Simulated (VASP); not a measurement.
# LaSi3Ir: which input changes matter, part 4 of 4

Aim: change the input of a sound run on LaSi3Ir piece by piece and see what each change does. All runs use PBEsol. The start is a cell from a database of measured crystal structures.

VASP 6.6.1; PBEsol; plane waves and PAW (La, Si, Ir).

Still holding for the runs below: The k-mesh is coarse for a metal.

So far. Step 2 (Reference run): The pressure is -1.55 GPa and the largest force 0.354 eV/Å, so the cell is not at a minimum at these settings. Step 6 (Relaxing cell and atoms (PBEsol) with a changed input): It ends with a largest force of 0.003 eV/Å and a pressure of -0.02 GPa.

## (9) Relaxing cell and atoms (PBEsol)

Properties are meant for the cell that this level of theory prefers, so cell and atoms are relaxed first (ISIF = 3) until forces and stress are small; EDIFFG sets the threshold.

File INCAR:

```
SYSTEM = LaSi3Ir
PREC = Accurate
ENCUT = 400
EDIFF = 1E-06
NELM = 100
ISMEAR = -1
SIGMA = 0.05
LREAL = .FALSE.
ALGO = Normal
GGA = PS
NBANDS = 22
LASPH = .TRUE.
LORBIT = 11
LWAVE = .FALSE.
LCHARG = .FALSE.
KPAR = 4
IBRION = 2
NSW = 60
ISIF = 3
EDIFFG = -0.01
```

File POSCAR:

```
LaSi3Ir
1.0
    0.0000000000     -4.2780000000      0.0000000000
   -4.2780000000      0.0000000000      0.0000000000
    2.1390000000     -2.1390000000     -4.9150000000
La Si Ir
1 3 1
Direct
    0.0000000000      0.0000000000      0.0000000000
    0.7615000000      0.7385000000      0.4770000000
    0.2615000000      0.2385000000      0.4770000000
    0.4112000000      0.5888000000      0.1776000000
    0.6553000000      0.3447000000      0.6894000000
```

File KPOINTS:

```
Automatic mesh
0
Gamma
6 6 6
0 0 0
```

PAW data sets: La, Si and Ir (PBE family, release 64).

Command:

```console
> mpirun -np 4 vasp_std
```

Log:

```text
[... set-up lines as in an earlier step ...]
 entering main loop
       N       E                     dE             d eps       ncg     rms          rms(c)
[... 14 cycles as in an earlier step ...]
DAV:  15    -0.369911290697E+02   -0.69742E-06   -0.75531E-06  2074   0.233E-02
   1 F= -.36991129E+02 E0= -.36982909E+02  d E =-.369911E+02
 curvature:   0.00 expect dE= 0.000E+00 dE for cont linesearch  0.000E+00
 trial: gam= 0.00000 g(F)=  0.107E-01 g(S)=  0.222E-01 ort = 0.000E+00 (trialstep = 0.100E+01)
 search vector abs. value=  0.329E-01
 bond charge predicted
       N       E                     dE             d eps       ncg     rms          rms(c)
DAV:   1    -0.370856020407E+02   -0.94474E-01   -0.42090E+00  1898   0.186E+01    0.293E+00
DAV:   2    -0.370169697307E+02    0.68632E-01   -0.75567E-01  1930   0.103E+01    0.108E+00
DAV:   3    -0.369974968302E+02    0.19473E-01   -0.10780E-01  2224   0.376E+00    0.373E-01
DAV:   4    -0.369938757569E+02    0.36211E-02   -0.22137E-02  2152   0.111E+00    0.123E-01
DAV:   5    -0.369937210385E+02    0.15472E-03   -0.49127E-03  2438   0.673E-01    0.136E-01
DAV:   6    -0.369936759905E+02    0.45048E-04   -0.11055E-03  2208   0.290E-01    0.371E-02
DAV:   7    -0.369937081987E+02   -0.32208E-04   -0.17595E-04  2550   0.860E-02    0.299E-02
DAV:   8    -0.369937301616E+02   -0.21963E-04   -0.60584E-05  2240   0.459E-02    0.878E-03
DAV:   9    -0.369937310920E+02   -0.93038E-06   -0.13827E-05  2380   0.282E-02    0.761E-03
DAV:  10    -0.369937334230E+02   -0.23310E-05   -0.82578E-06  1654   0.171E-02    0.252E-03
DAV:  11    -0.369937333182E+02    0.10483E-06   -0.94998E-07  1268   0.110E-02
   2 F= -.36993733E+02 E0= -.36985819E+02  d E =-.260425E-02
[...]
3 F= -.37000218E+02 E0= -.36992132E+02  d E =-.908914E-02
[...]
4 F= -.37002169E+02 E0= -.36994133E+02  d E =-.195123E-02
[...]
5 F= -.37002177E+02 E0= -.36994139E+02  d E =-.195926E-02
[...]
6 F= -.37002622E+02 E0= -.36994651E+02  d E =-.444918E-03
[...]
7 F= -.37002641E+02 E0= -.36994685E+02  d E =-.463100E-03
[...]
8 F= -.37002682E+02 E0= -.36994720E+02  d E =-.418924E-04
 trial-energy change:   -0.000042  1 .order   -0.000043   -0.000050   -0.000036
 step:   3.4301(harm=  3.4301)  dis= 0.00370  next Energy=   -37.002732 (dE=-0.912E-04)
 bond charge predicted
       N       E                     dE             d eps       ncg     rms          rms(c)
DAV:   1    -0.370026679810E+02    0.14827E-04   -0.23189E-02  1846   0.115E+00    0.490E-02
DAV:   2    -0.370027163114E+02   -0.48330E-04   -0.12412E-03  1948   0.281E-01    0.236E-02
DAV:   3    -0.370027141956E+02    0.21158E-05   -0.94341E-05  2488   0.955E-02    0.127E-02
DAV:   4    -0.370027122869E+02    0.19087E-05   -0.86713E-06  2116   0.263E-02    0.675E-03
DAV:   5    -0.370027119617E+02    0.32527E-06   -0.11774E-06  1208   0.983E-03
   9 F= -.37002712E+02 E0= -.36994732E+02  d E =-.713843E-04
 curvature:  -1.88 expect dE=-0.152E-04 dE for cont linesearch -0.234E-05
 trial: gam= 0.00000 g(F)=  0.131E-05 g(S)=  0.679E-05 ort =-0.852E-05 (trialstep = 0.144E+01)
 search vector abs. value=  0.810E-05
 reached required accuracy - stopping structural energy minimisation
```

Elapsed: 54 s, on 4 MPI ranks of AMD EPYC 9R45, shared host; peak memory 0.84 GiB.

From OUTCAR (step 9):

```text
   NELECT =      32.0000    total number of electrons

 E-fermi :   9.6608

 k-point     1 :       0.0000    0.0000    0.0000
  band No.  band energies     occupation
    ...
     13       6.7856      2.00000
     14       7.9136      2.00000
     15       7.9136      2.00000
     16       9.7033      0.59904
     17       9.7033      0.59904
     18      10.8021      0.00000
     19      11.5522      0.00000
     20      11.8508      0.00000
     21      12.0140      0.00000
     22      12.0140      0.00000

  Total       -0.0116341     -0.0116341     -0.0208010      0.0000000      0.0000000      0.0000000
  in kB       -0.2097468     -0.2097468     -0.3750144      0.0000000      0.0000000      0.0000000
  external PRESSURE =      -0.2648360 kB  Pullay stress =       0.0000000 kB

 POSITION                                       TOTAL-FORCE (eV/Angst)
 -----------------------------------------------------------------------------------
      0.00000     -4.25386     -0.01192        -0.000000      0.000000     -0.000054
     -2.12693     -4.25386     -2.33435         0.000000      0.000000      0.001252
     -0.00000     -2.12693     -2.33435        -0.000000     -0.000000      0.001252
     -2.12693     -2.12693     -0.85835        -0.000000      0.000000     -0.004467
     -0.00000     -4.25386     -3.40418         0.000000     -0.000000      0.002017
 -----------------------------------------------------------------------------------
    total drift:                               -0.000000      0.000000      0.000211

  FREE ENERGIE OF THE ION-ELECTRON SYSTEM (eV)
  ---------------------------------------------------
  free  energy   TOTEN  =       -37.0027119617 eV

  energy  without entropy=      -36.9867525454  energy(sigma->0) =      -36.99473225

[... 8 parts as in an earlier step ...]

[... 10 further parts left out ...]
```

The run keeps the 8 symmetry operations of its start, so it cannot find a distortion of lower symmetry.

Step by step:

```tsv
step	energy less that of the first step (eV)	largest force (eV/Å)	pressure (GPa)	volume (Å³)
1	0.0000	0.3540	-1.55	89.95
2	-0.0026	0.1360	2.04	87.70
3	-0.0091	0.1994	0.34	88.72
4	-0.0110	0.0524	-0.09	88.89
5	-0.0110	0.0381	-0.07	88.88
6	-0.0115	0.0221	-0.01	88.82
7	-0.0115	0.0227	0.02	88.80
8	-0.0116	0.0156	0.01	88.82
9	-0.0116	0.0045	-0.03	88.87
```

```tsv
conventional cell, symmetrised	before	after	change
a (Å)	4.278	4.254	-0.6 %
b (Å)	4.278	4.254	-0.6 %
c (Å)	9.830	9.822	-0.1 %
volume (Å³/atom)	17.99	17.77	-1.2 %
```

The atoms that moved most (Å, as changes of fractional coordinates times the final cell):

```tsv
atom	dx	dy	dz	length
Ir5	0.000	0.000	-0.018	0.018
Si4	0.000	0.000	0.014	0.014
La1	0.000	0.000	-0.012	0.012
Si2	0.000	0.000	0.008	0.008
Si3	0.000	0.000	0.008	0.008
```

Final coordinates:

```
La Si Ir
1.0
     0.00000   -4.25386    0.00000
    -4.25386    0.00000    0.00000
     2.12693   -2.12693   -4.91112
La Si Ir
1 3 1
Cartesian
  0.0000 0.0000 -0.0119
  -2.1269 -4.2539 -2.3344
  0.0000 -2.1269 -2.3344
  -2.1269 -2.1269 -0.8584
  0.0000 -4.2539 -3.4042
```

Numbers from this step:

* bands: 22
* irreducible k-points: 30
* Fermi energy: 9.661 eV
* pressure: -0.02648 GPa

It ends with a largest force of 0.004 eV/Å and a pressure of -0.03 GPa.

## (10) The runs together

| changed | job | ended | energy (meV/atom) | pressure (GPa) | volume (%) |
| --- | --- | --- | --- | --- | --- |
| ENCUT = 450, KSPACING = 0.25, NELECT = 32.5 | single point | converged, with a warning or advice | - | - | - |
| ALGO = Eigenval | single point | converged, with a warning or advice | +321199.22 | +1273.64 | - |
| ENCUT = 300, ISMEAR = 1, SIGMA = 0.3 | single point | converged | +2.65 | -0.26 | - |
| ISYM = -1, NBANDS = 28 | relaxation | converged | - | - | -0.0 |
| EDIFF = 1e-14 | relaxation | timeout | - | - | - |
| ENCUT = 600, AMIX = 0.6, k = 2×2×2 | single point | converged | -45.24 | -1.01 | - |

## (11) What came out

```json
{"ENCUT = 450, KSPACING = 0.25, NELECT = 32.5 (single point)": "converged, with a warning or advice", "ALGO = Eigenval (single point)": "converged, with a warning or advice, +321199.22 meV/atom", "ENCUT = 300, ISMEAR = 1, SIGMA = 0.3 (single point)": "converged, +2.65 meV/atom", "ISYM = -1, NBANDS = 28 (relaxation)": "converged, volume -0.0 %", "EDIFF = 1e-14 (relaxation)": "timeout", "ENCUT = 600, AMIX = 0.6, k = 2×2×2 (single point)": "converged, -45.24 meV/atom"}
```

In words: Changes that show themselves, by a stop, a warning or no convergence: ENCUT = 450, KSPACING = 0.25, NELECT = 32.5; ALGO = Eigenval; EDIFF = 1e-14 (where several settings stand together, the step names the one at fault, if it is known). Changes that converge quietly and move the result by over 10 meV an atom or 1 % in volume: ENCUT = 600, AMIX = 0.6, k = 2×2×2. Differences of single points are from the reference run, and of volumes from the sound relaxation. The k-sampling is coarse for a metal, so the Fermi level, pressures and the shape of the cell carry errors.

[Lines on the potential files, build, host, timing and source positions are cut from VASP's logs without a mark.]

[Logs are printed without paths, hosts, clocks, repeated set-up lines and the standing remarks that a program may print on its own settings, such as how far it seeks lower states.]

[Hosts, paths, dates, database ids (printed as entryN), source tags and the programs' standing remarks are cut or masked in the printed files.]

[A measured line is paired with the nearest computed mode of its activity, which favours agreement.]

[In band tables of VASP the shares of atoms and orbitals are scaled to a sum of 1 inside the atoms' spheres.]
